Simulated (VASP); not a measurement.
Consider the following.

```xyz
6
Lattice="1.5308 -2.6514 0.0000 1.5308 2.6514 0.0000 0.0000 0.0000 11.3020" Properties=species:S:1:pos:R:3 pbc="T T T"
W      1.5308     0.8838     2.8255
W      1.5308    -0.8838     8.4765
S      1.5308     0.8838    10.0494
S      1.5308    -0.8838     4.3984
S      1.5308    -0.8838     1.2526
S      1.5308     0.8838     6.9036
```

All values below come from LDA (Ceperley-Alder, Perdew-Zunger), VASP's LDA PAW potentials (set 64) (plane waves; VASP 6.6.1). Numerical set-up: 500 eV cut-off, 8×8×2 Γ-centred mesh, Gaussian smearing of 0.050 eV, potentials W_sv S.

Energy and stress use the plane-wave basis of the starting cell.

The ions, cell shape and volume at an external pressure of 20.0 GPa are relaxed. What does this cell relax into?

```xyz
6
Lattice="1.5045 -2.6059 0.0000 1.5045 2.6059 0.0000 0.0000 0.0000 10.9846" Properties=species:S:1:pos:R:3 pbc="T T T"
W      1.5045     0.8686     2.7461
W      1.5045    -0.8686     8.2384
S      1.5045     0.8686     9.8173
S      1.5045    -0.8686     4.3250
S      1.5045    -0.8686     1.1673
S      1.5045     0.8686     6.6596
```
Space group P6_3/mmc (194), at a tolerance of 0.03 Å.

How do energy and volume change from the first to the last step?

The energy (σ→0) changes by +85.8 meV/atom and the volume by -6.1 %, in 8 ionic steps.

The compound is WS2 in the 2H layered structure. This run relaxes it under an external pressure of 20 GPa. Symmetry was kept, so distortions that lower it aren't found.
